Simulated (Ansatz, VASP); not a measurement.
# One calculation of Ca3AsP, two programs

```xyz
5
Lattice="5.3339 0.0000 0.0000 0.0000 5.3339 0.0000 0.0000 0.0000 5.3339" Properties=species:S:1:pos:R:3 pbc="T T T"
Ca    0.0000    2.6669    2.6669
Ca    2.6669    0.0000    2.6669
Ca    2.6669    2.6669    0.0000
P     2.6669    2.6669    2.6669
As    0.0000    0.0000    0.0000
```

The cell comes from a database or a generator and needn't be the stable form of this composition.

Alike in both runs: task single point; functional LDA; k mesh 4 × 4 × 4; no spin polarisation.

```csv
,VASP,Ansatz
version,VASP 6.6.1,Ansatz 0.2.0
potentials or method,"VASP PAW LDA potentials, release 64 (Ca_sv, P, As)","plane waves, PAW"
plane-wave cutoff (eV),520,420
occupations,"gaussian, width 0.01 eV",fixed
valence electrons in the cell,40,50
```

|  | VASP | Ansatz | Ansatz less VASP |
| --- | --- | --- | --- |
| gap on the k mesh at the Fermi level (eV) | 0.05 | 0.04 | -0.008 |

The two sets of potentials don't hold the same shells in valence.

A hybrid or GW would open this gap; LDA tends to underestimate it.
